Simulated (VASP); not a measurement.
```
CELL_PARAMETERS angstrom
     -1.61458     1.61458     3.93457
      1.61458    -1.61458     3.93457
      1.61458     1.61458    -3.93457
ATOMIC_POSITIONS crystal
  Si 0.66559 0.66559 0.00000
  Si 0.33441 0.33441 0.00000
  W  0.00000 0.00000 0.00000
```

These are PBE GGA, VASP's PBE PAW potentials (set 64) (plane waves; VASP 6.6.1) values and carry that method's errors. Settings: 520 eV cut-off, 15×15×15 Γ-centred mesh, tetrahedra with Blöchl corrections, potentials Si W_sv.

The cores are frozen, which limits the accuracy of field gradients.

**Question.** Give the principal components of the electric field gradient (V/Å²) and the asymmetry η at each nucleus.

**Answer.** 
```
atom   Vxx   Vyy     Vzz     η
----  ----  ----  ------  ----
Si1    4.6   4.6    -9.3  0.00
Si2    4.6   4.6    -9.3  0.00
W3    67.8  67.8  -135.6  0.00
```

The compound is WSi2 in the MoSi2 type structure. It was relaxed first.
